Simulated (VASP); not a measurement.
Consider the following.

```yaml
crystal:
  lattice:
    - [2.82931, 0.00000, 0.00000]
    - [0.00000, 2.78428, 0.00000]
    - [0.00000, 0.00000, 3.96764]
  atoms:
    - { symbol: Ti, position: [0.00000, 0.00000, 0.00000] }
    - { symbol: Al, position: [0.52424, 0.50000, 0.50000] }
```

All values below come from PBE GGA with D3 dispersion (Becke-Johnson damping), VASP's PBE PAW potentials (set 64) (plane waves; VASP). Run with 400 eV cut-off, 12×12×8 Γ-centred mesh, first-order Methfessel-Paxton smearing of 0.10 eV, potentials Ti_sv Al.

Question: Estimate the energy per atom (σ→0), largest force, band gap (on the k-mesh) with the smallest direct gap where there is one.

Answer: 
* **band gap (on the k-mesh)**: none (metal, semimetal or under 0.01 eV)
* **energy per atom (σ→0)**: -644.4 kJ/mol-atom
* **largest force**: 0.348 eV/Å

The compound is TiAl in the L1_0 structure. The cell was not relaxed at this level, atoms are displaced from their ideal sites. The run is one of a series of settings (IVDW = 12 against the base run), some of them coarse on purpose. The electron count is odd and the run is not spin-polarised, which forces a metal.
